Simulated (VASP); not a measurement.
Sr2SO:

```
Sr S O
1.0
     4.04324    0.00000    0.00000
     0.00000    4.04324    0.00000
     0.00000    0.00000    5.71800
Sr S O
2 1 1
Direct
  0.50000 0.50000 0.50000
  0.00000 0.00000 0.00000
  0.00000 0.00000 0.50000
  0.50000 0.50000 0.00000
```

The cell comes from a database or a generator and needn't be the stable form of this composition.

Base run:

| Item | Value |
| --- | --- |
| Program | VASP 6.6.1 |
| Functional | HSE(alpha, omega) |
| Potentials or basis | VASP PAW PBE potentials, release 64 (Sr_sv, S, O) |
| Cutoff | 520 eV |
| k mesh | 4 × 4 × 3 |
| Occupations | fermi-dirac, width 0.05 eV |
| Spin | no spin polarisation |

Its results: band gap on the k mesh 3.16 eV, direct; pressure -0.8 GPa.

Question: The run is repeated on the same cell with these changes: share of exact exchange from 0.2 to 0.3. What comes out?

Answer: Band gap on the k mesh 3.67 eV, direct; pressure -1.2 GPa.

Caveats: the PAW data sets were made with another functional, which shifts forces and pressure a little; an odd mesh through Γ misses points on the zone boundary, where band edges often lie.
